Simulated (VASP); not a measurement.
Given:

```
CELL_PARAMETERS angstrom
      0.00000     2.56698     2.56698
      2.56698     0.00000     2.56698
      2.56698     2.56698     0.00000
ATOMIC_POSITIONS crystal
  Sr 0.00000 0.00000 0.00000
  O  0.50000 0.50000 0.50000
```

Computed with PBEsol GGA, VASP's PBE PAW potentials (set 64) (plane waves; VASP). Numerical set-up: 520 eV cut-off, Gaussian smearing of 0.050 eV, potentials Sr_sv O.

Q: Give the energies of bands 6 to 11 at the high-symmetry points, in eV from the valence-band maximum.

A: 
```json
[
 {"band": "6", "Γ": "0.00", "X": "-0.43", "U": "-0.98", "L": "-2.23", "W": "-1.15"},
 {"band": "7", "Γ": "0.00", "X": "-0.08", "U": "-0.58", "L": "-1.16", "W": "-0.44"},
 {"band": "8", "Γ": "0.00", "X": "-0.08", "U": "-0.48", "L": "-1.16", "W": "-0.44"},
 {"band": "9", "Γ": "3.86", "X": "3.15", "U": "4.70", "L": "6.51", "W": "5.95"},
 {"band": "10", "Γ": "6.17", "X": "7.80", "U": "7.86", "L": "8.32", "W": "5.95"},
 {"band": "11", "Γ": "6.17", "X": "10.23", "U": "8.76", "L": "8.87", "W": "8.64"}
]
```

The gap is indirect, 3.15 eV, from the valence maximum at Γ to the conduction minimum at X.

The compound is SrO in the rock salt structure. It was relaxed first.
